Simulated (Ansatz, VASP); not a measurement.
# One calculation of V3Ge, two programs

File INCAR:

```
SYSTEM = V3Ge
PREC = Accurate ; ENCUT = 520
EDIFF = 1E-6 ; ISMEAR = 0
SIGMA = 0.1 ; LREAL = .FALSE.
LASPH = .TRUE. ; NELM = 150
ALGO = Normal ; ISIF = 2
LWAVE = .FALSE. ; LCHARG = .TRUE.
ISPIN = 2 ; MAGMOM = 0 0 2 2 2 2 2 2
LORBIT = 11 ; LMAXMIX = 4
GGA = CA ; LELF = .TRUE.
LVHAR = .TRUE. ; NBANDS = 67
```

The input KPOINTS:

```
regular mesh
0
G
  5 5 5
  0 0 0
```

File POSCAR:

```
V3Ge
1.0
    4.7680000000      0.0000000000      0.0000000000
    0.0000000000      4.7680000000      0.0000000000
    0.0000000000      0.0000000000      4.7680000000
Ge V
2 6
Direct
    0.0000000000      0.0000000000      0.0000000000
    0.5000000000      0.5000000000      0.5000000000
    0.2500000000      0.0000000000      0.5000000000
    0.5000000000      0.7500000000      0.0000000000
    0.7500000000      0.0000000000      0.5000000000
    0.5000000000      0.2500000000      0.0000000000
    0.0000000000      0.5000000000      0.7500000000
    0.0000000000      0.5000000000      0.2500000000
```

Input for Ansatz:

```yaml
crystal:
  lattice:
    - [4.768, 0.0, 0.0]
    - [0.0, 4.768, 0.0]
    - [0.0, 0.0, 4.768]
  atoms:
    - { symbol: Ge, position: [0.0, 0.0, 0.0] }
    - { symbol: Ge, position: [0.5, 0.5, 0.5] }
    - { symbol: V, position: [0.25, 0.0, 0.5], spin: 2.0 }
    - { symbol: V, position: [0.5, 0.75, 0.0], spin: 2.0 }
    - { symbol: V, position: [0.75, 0.0, 0.5], spin: 2.0 }
    - { symbol: V, position: [0.5, 0.25, 0.0], spin: 2.0 }
    - { symbol: V, position: [0.0, 0.5, 0.75], spin: 2.0 }
    - { symbol: V, position: [0.0, 0.5, 0.25], spin: 2.0 }
magnetization:
  spin_polarized: true
hamiltonian:
  xc: lda
  pseudopotentials: { kind: paw }
basis:
  ecutwfc: 420
kpoints:
  mp_grid: { grid: [5, 5, 5] }
scf:
  occupations: { method: gaussian, width: 0.1 }
  lower_state_search: "off"
output:
  forces: true
  stress: true
```

Alike in both runs: task single point; functional LDA; k mesh 5 × 5 × 5; occupations gaussian, width 0.1 eV; collinear spin.

|  | VASP | Ansatz |
| --- | --- | --- |
| version | VASP 6.6.1 | Ansatz 0.2.0 |
| potentials or method | VASP PAW LDA potentials, release 64 (Ge_d, V_sv) | PAW, plane waves, scalar-relativistic |
| plane-wave cutoff (eV) | 520 | 420 |
| valence electrons in the cell | 106 | 106 |

|  | VASP | Ansatz | Ansatz less VASP |
| --- | --- | --- | --- |
| pressure (GPa) | -12.3 | -12.8 | -0.53 |
| net moment per atom (μB) | 0.00 | 0.00 | -0.001 |

Ansatz warned: «seeded_moment_not_kept».
